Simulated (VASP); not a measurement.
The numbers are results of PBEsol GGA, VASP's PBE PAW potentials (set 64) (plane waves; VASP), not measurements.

VASP input:

File KPOINTS:
```
Automatic
0
G
14 14 14
0 0 0
```

### POSCAR
```
Ag
1.0
  0.0000000000   2.0248907049   2.0248907049
  2.0248907049   0.0000000000   2.0248907049
  2.0248907049   2.0248907049   0.0000000000
Ag
1
Cart
  0.0000000000   0.0000000000   0.0000000000
```

### INCAR
```
# general
SYSTEM  = Ag
PREC    = Accurate
ENCUT   = 520   # plane-wave cut-off (eV)
LREAL   = .FALSE.   # projection in real space or not
LASPH   = .TRUE.

# electronic loop
EDIFF   = 1E-6
NELM    = 100   # most electronic steps
ALGO    = Normal   # blocked Davidson
LMAXMIX = 4

# smearing
ISMEAR  = 1   # Methfessel-Paxton
SIGMA   = 0.1

# functional
GGA     = PS

# ions
IBRION  = 2
NSW     = 60
ISIF    = 3
EDIFFG  = -0.01   # ionic stop

# output
LWAVE   = .FALSE.
LCHARG  = .FALSE.
```

POTCAR, in this order: Ag (PBE.64 set). Program: vasp_std.

**Question.** What will the output report for the number of irreducible k-points (NKPTS), largest plane-wave count, number of space-group operations, FFT grid (NGX, NGY, NGZ)?

**Answer.** 
The number of irreducible k-points (NKPTS) comes out as 104 and the largest plane-wave count is 459. The number of space-group operations comes out as 48. The FFT grid (NGX, NGY, NGZ) comes out as 24 × 24 × 24.

The compound is Ag in the fcc structure. It was relaxed first. The start is the result of an earlier pass.
